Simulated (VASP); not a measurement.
# Bi7Sb: relaxation of cell and atoms with PBE+D3(BJ)

Bi7Sb:

```
Sb Bi
1.0
     9.01777    0.00000    0.00000
     4.50888   -7.80962    0.00000
     4.50888   -2.60321   -7.73888
Sb Bi
2 14
Direct
  0.11697 0.61697 0.14910
  0.61697 0.11697 0.64910
  0.11860 0.11902 0.14335
  0.11902 0.61902 0.64335
  0.11902 0.11860 0.64335
  0.61902 0.61860 0.14335
  0.61902 0.11902 0.14335
  0.61860 0.61902 0.64335
  0.38131 0.88131 0.35608
  0.37766 0.38371 0.35492
  0.38371 0.88371 0.85492
  0.38371 0.37766 0.85492
  0.88371 0.87766 0.35492
  0.88371 0.38371 0.35492
  0.87766 0.88371 0.85492
  0.88131 0.38131 0.85608
```

The cell was built by a generator and needn't be a form met in nature.

| Item | Value |
| --- | --- |
| Program | VASP 6.6.1 |
| Task | relaxation of cell and atoms |
| Functional | PBE |
| Dispersion | D3(BJ) |
| Potentials or basis | VASP PAW PBE potentials, release 64 (Sb, Bi_d) |
| Cutoff | 600 eV |
| k mesh | 6 × 6 × 4 |
| Occupations | gaussian, width 0.03 eV |
| Spin | no spin polarisation |
| Further INCAR settings | ALGO = Normal; EDIFF = 1e-07; IBRION = 2; EDIFFG = -0.005; NSW = 90; ISIF = 3 |

| Quantity | Value |
| --- | --- |
| Relaxed volume | 34.04 Å³/atom |
| Relaxed cell | a = 9.015 Å, b = 9.015 Å, c = 9.325 Å, α = 61.09°, β = 61.09°, γ = 60.00° |
| Space group after relaxing (to 0.05 Å) | R3m (No. 160) |
| Energy gained by relaxing | 0.0 meV/atom |
| Ionic steps | 11 |
| Pressure after relaxing | 0.0 GPa |
| Largest force after relaxing | 0.004 eV/Å |
| Band gap on the k mesh | none (metal or under the smearing width) |
| Dispersion energy per atom | -0.463 eV |

Forces on the atoms (eV/Å):
```
Sb   0.000  0.000  0.003
Sb   0.000  0.000  0.003
Bi   0.000  0.000  0.002
Bi   0.000  0.000  0.002
Bi   0.000  0.000  0.002
Bi   0.000  0.000  0.002
Bi   0.000  0.000  0.002
Bi   0.000  0.000  0.002
Bi   0.000  0.000  0.001
Bi   0.002  0.001 -0.003
Bi  -0.002  0.001 -0.003
Bi   0.000 -0.002 -0.003
Bi   0.000 -0.002 -0.003
Bi  -0.002  0.001 -0.003
Bi   0.002  0.001 -0.003
Bi   0.000  0.000  0.001
```

Step by step:
| step | energy change (eV) | largest force (eV/Å) | pressure (GPa) | volume (Å³) |
| --- | --- | --- | --- | --- |
| 1 | 0.0000 | 0.0094 | -0.03 | 545.01 |
| 2 | -0.0001 | 0.0072 | 0.02 | 544.50 |
| 3 | -0.0001 | 0.0076 | 0.01 | 544.61 |
| 4 | -0.0001 | 0.0066 | 0.01 | 544.62 |
| 5 | -0.0002 | 0.0075 | 0.01 | 544.67 |
| 6 | -0.0004 | 0.0101 | 0.00 | 544.77 |
| 7 | -0.0005 | 0.0154 | -0.01 | 544.97 |
| 8 | -0.0005 | 0.0133 | -0.01 | 544.89 |
| 9 | -0.0005 | 0.0112 | 0.00 | 544.83 |
| 10 | -0.0007 | 0.0054 | 0.01 | 544.65 |
| 11 | -0.0007 | 0.0037 | 0.02 | 544.57 |

Final structure:
```cif
data_structure
_symmetry_space_group_name_H-M 'P 1'
_symmetry_Int_Tables_number 1
_cell_length_a 9.0154
_cell_length_b 9.0154
_cell_length_c 9.3245
_cell_angle_alpha 61.091
_cell_angle_beta 61.091
_cell_angle_gamma 60.000
_cell_volume 544.57
loop_
_atom_site_label
_atom_site_type_symbol
_atom_site_fract_x
_atom_site_fract_y
_atom_site_fract_z
_atom_site_occupancy
Sb1 Sb 0.11736 0.61736 0.14792 1
Sb2 Sb 0.61736 0.11736 0.64792 1
Bi1 Bi 0.11706 0.11956 0.14383 1
Bi2 Bi 0.11956 0.61956 0.64383 1
Bi3 Bi 0.11956 0.11706 0.64383 1
Bi4 Bi 0.61956 0.61706 0.14383 1
Bi5 Bi 0.61956 0.11956 0.14383 1
Bi6 Bi 0.61706 0.61956 0.64383 1
Bi7 Bi 0.38179 0.88179 0.35463 1
Bi8 Bi 0.37623 0.38422 0.35532 1
Bi9 Bi 0.38422 0.88422 0.85532 1
Bi10 Bi 0.38422 0.37623 0.85532 1
Bi11 Bi 0.88422 0.87623 0.35532 1
Bi12 Bi 0.88422 0.38422 0.35532 1
Bi13 Bi 0.87623 0.88422 0.85532 1
Bi14 Bi 0.88179 0.38179 0.85463 1
```

Levels at points of the mesh, in eV from the Fermi level:
```
           k point  band 107  band 108  band 109  band 110  band 111  band 112  band 113  band 114
(0.00, 0.00, 0.00)     -0.55     -0.32     -0.30     -0.30     -0.20     -0.20      0.03      0.37
(0.50, 0.00, 0.00)     -1.22     -1.22     -1.01     -1.01      1.24      1.24      1.68      1.68
(0.50, 0.50, 0.00)     -0.90     -0.81     -0.33     -0.22      0.65      0.73      0.93      0.97
(0.00, 0.00, 0.50)     -1.05     -1.05     -1.05     -1.05      1.56      1.56      1.73      1.73
```

It took 110 min on 4 MPI ranks on Intel(R) Xeon(R) 6975P-C (Granite Rapids), with other jobs on the host, peak memory 2.5 GiB a rank.

Caveat: spin-orbit coupling is left out, which moves the levels of the heavy elements; pairwise dispersion overbinds metals, which lowers pressure and volume.
